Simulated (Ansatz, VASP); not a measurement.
**Be2N: VASP beside Ansatz**

```xyz
3
Lattice="2.5290 0.0000 0.0000 0.0000 2.5290 0.0000 0.0000 0.0000 5.0629" Properties=species:S:1:pos:R:3 pbc="T T T"
Be    0.0000    0.0000    1.5160
Be    0.0000    0.0000    3.5469
N     0.0000    0.0000    0.0000
```

Alike in both runs: functional PBE; k mesh 18 × 18 × 10; occupations gaussian, width 0.1 eV; no spin polarisation.

Ansatz relaxed the structure, and its values are those at the end. VASP's run is a single point on that final structure, the one shown.

|  | VASP | Ansatz |
| --- | --- | --- |
| version | VASP 6.6.1 | Ansatz 0.2.0 |
| potentials or method | VASP PAW PBE potentials, release 64 (Be, N) | scalar-relativistic, plane waves, PAW |
| plane-wave cutoff (eV) | 520 | 420 |
| valence electrons in the cell | 9 | 9 |

VASP gave:

- gap on the k mesh at the Fermi level (eV): none
- pressure (GPa): -0.1

Estimate Ansatz's values.

gap on the k mesh at the Fermi level (eV): none; pressure (GPa): 0.0.

A gap of «none» marks a metal or a gap that the smearing closes.
